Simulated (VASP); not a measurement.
Level of theory: LDA (Ceperley-Alder, Perdew-Zunger), VASP's LDA PAW potentials (set 64) (plane waves; VASP).

A VASP calculation is set up with these files.

**KPOINTS**
```
K-points
0
gamma
  6 6 4
0 0 0
```

**INCAR**
```
SYSTEM=Se
PREC=Accurate; ENCUT=400; LREAL=.FALSE.
LASPH=.TRUE.
EDIFF=1E-8; NELM=100; ALGO=Normal
LMAXMIX=4
ISMEAR=0; SIGMA=0.05
IBRION=1; NSW=30; ISIF=2
EDIFFG=-0.001
LWAVE=.FALSE.; LCHARG=.FALSE.
```

POSCAR:
```
Se
1.0
  1.9750970590  -3.4209684456   0.0000000000
  1.9750970590   3.4209684456   0.0000000000
  0.0000000000   0.0000000000   5.1209022064
Se
3
Cartesian
  2.4804114799  -2.5457381975   3.4139365112
  2.9395652762  -0.0000000000   0.0000000000
  2.4804114799   2.5457381975   1.7069656952
```

POTCAR, in this order: Se (LDA.64 set). Program: vasp_std.

What VASP printed:

OSZICAR:
```
       N       E                     dE             d eps       ncg     rms          rms(c)
DAV:   1     0.707282988710E+02    0.70728E+02   -0.64742E+03   624   0.950E+02
DAV:   2    -0.800835916576E+01   -0.78737E+02   -0.76103E+02   846   0.166E+02
DAV:   3    -0.125217147151E+02   -0.45134E+01   -0.44880E+01   739   0.459E+01
DAV:   4    -0.125599239469E+02   -0.38209E-01   -0.38149E-01   704   0.489E+00
DAV:   5    -0.125602330254E+02   -0.30908E-03   -0.30906E-03   764   0.416E-01    0.762E+00
DAV:   6    -0.124971042129E+02    0.63129E-01   -0.32879E-02   659   0.129E+00    0.466E+00
DAV:   7    -0.124739052356E+02    0.23199E-01   -0.62380E-02   659   0.172E+00    0.187E-01
DAV:   8    -0.124730035365E+02    0.90170E-03   -0.91320E-03   629   0.685E-01    0.114E-01
DAV:   9    -0.124730337016E+02   -0.30165E-04   -0.25996E-04   764   0.128E-01    0.297E-02
DAV:  10    -0.124730236701E+02    0.10032E-04   -0.35335E-05   704   0.444E-02    0.724E-03
DAV:  11    -0.124730241283E+02   -0.45825E-06   -0.77483E-06   754   0.178E-02    0.388E-03
DAV:  12    -0.124730237393E+02    0.38900E-06   -0.92130E-07   654   0.674E-03    0.136E-03
DAV:  13    -0.124730236293E+02    0.11004E-06   -0.20597E-07   744   0.287E-03    0.342E-04
DAV:  14    -0.124730235719E+02    0.57402E-07   -0.36986E-08   654   0.128E-03    0.213E-04
DAV:  15    -0.124730235616E+02    0.10283E-07   -0.35877E-09   327   0.414E-04    0.276E-04
DAV:  16    -0.124730235457E+02    0.15939E-07   -0.78974E-10   327   0.215E-04    0.120E-04
DAV:  17    -0.124730235373E+02    0.83701E-08   -0.13481E-10   312   0.898E-05
   1 F= -.12473024E+02 E0= -.12473023E+02  d E =-.124730E+02
       N       E                     dE             d eps       ncg     rms          rms(c)
DAV:   1    -0.124730236993E+02   -0.15362E-06   -0.11842E-05   624   0.215E-02    0.168E-03
DAV:   2    -0.124730237476E+02   -0.48288E-07   -0.58347E-07   744   0.512E-03    0.269E-04
DAV:   3    -0.124730237449E+02    0.27113E-08   -0.36831E-09   362   0.532E-04
   2 F= -.12473024E+02 E0= -.12473024E+02  d E =-.207563E-06
```

**OUTCAR**
```
------------------------ aborting loop because EDIFF is reached ----------------------------------------
  FORCE on cell =-STRESS in cart. coord.  units (eV):
  Direction    XX          YY          ZZ          XY          YZ          ZX
  --------------------------------------------------------------------------------------
  Total        0.0014593      0.0014593      0.0025398      0.0000000     -0.0000000      0.0000000
  in kB        0.0337859      0.0337859      0.0588025      0.0000000     -0.0000000      0.0000000
  external PRESSURE =       0.0421247 kB  Pullay stress =       0.0000000 kB
  volume of cell :       69.20
      direct lattice vectors                 reciprocal lattice vectors
     1.975097059 -3.420968446  0.000000000     0.253152116 -0.146157443  0.000000000
     1.975097059  3.420968446  0.000000000     0.253152116  0.146157443  0.000000000
     0.000000000  0.000000000  5.120902206     0.000000000  0.000000000  0.195278090
 POSITION                                       TOTAL-FORCE (eV/Angst)
 -----------------------------------------------------------------------------------
      0.50535      0.87529      3.41394         0.000410      0.000710      0.000000
      2.93950      0.00000      0.00000        -0.000820     -0.000000     -0.000000
      0.50535     -0.87529      1.70697         0.000410     -0.000710     -0.000000
 -----------------------------------------------------------------------------------
    total drift:                               -0.000235     -0.000443      0.000013
  FREE ENERGIE OF THE ION-ELECTRON SYSTEM (eV)
  ---------------------------------------------------
  free  energy   TOTEN  =       -12.4730237449 eV

  energy  without entropy=      -12.4730233089  energy(sigma->0) =      -12.47302353

 reached required accuracy - stopping structural energy minimisation
```
(Selected blocks of OUTCAR.)

File CONTCAR:
```
Se
   1.00000000000000
     1.9750970590000001   -3.4209684455999998    0.0000000000000000
     1.9750970590000001    3.4209684455999998    0.0000000000000000
     0.0000000000000000    0.0000000000000000    5.1209022064000003
  Se
     3
Direct
    -0.0000000000000000    0.2558604098077930    0.6666669999999968
     0.7441395901922070    0.7441395901922070    0.0000000000000000
     0.2558604098077930    0.0000000000000000    0.3333330000000032
```

The compound is Se in the trig structure. This run relaxes the ions in a fixed cell. Symmetry was kept, so distortions that lower it aren't found. The start is the result of an earlier pass.
